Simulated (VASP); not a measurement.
A run of VASP 6.6.1 is set up as follows.

INCAR

```
PREC = Accurate
ENCUT = 520
EDIFF = 1E-7
ISMEAR = 0
SIGMA = 0.05
LREAL = F
LASPH = T
NELM = 100
ALGO = Normal
ISIF = 2
LWAVE = F
LCHARG = T
GGA = PS
LELF = T
LVHAR = T
NBANDS = 23
```

The input KPOINTS:

```
regular mesh
0
Gamma
  6 6 6
```

Contents of POSCAR:

```
KNaCl2
1.0
    2.0550256422      1.1864696077      7.1579735782
   -2.0550256422      1.1864696077      7.1579735782
    0.0000000000     -2.3729392154      7.1579735782
K Na Cl
1 1 2
Direct
    0.5000000000      0.5000000000      0.5000000000
    0.0000000000      0.0000000000      0.0000000000
    0.7404658000      0.7404658000      0.7404658000
    0.2595342000      0.2595342000      0.2595342000
```

Potentials or basis: VASP PAW PBE potentials, release 64 (K_sv, Na_pv, Cl).

Command:

```bash
$ cat potpaw_PBE.64/K_sv/POTCAR potpaw_PBE.64/Na_pv/POTCAR potpaw_PBE.64/Cl/POTCAR > POTCAR
$ mpirun -np 1 vasp_std > vasp.out
```

Estimate the pressure.

-0.2 GPa.

Predict the largest force.

0.068 eV/Å.

Forces on the atoms (eV/Å):
```
K    0.000  0.000  0.000
Na   0.000  0.000  0.000
Cl   0.000  0.000  0.068
Cl   0.000  0.000 -0.068
```

Caveat: the PAW data sets were made with another functional, which shifts forces and pressure a little.
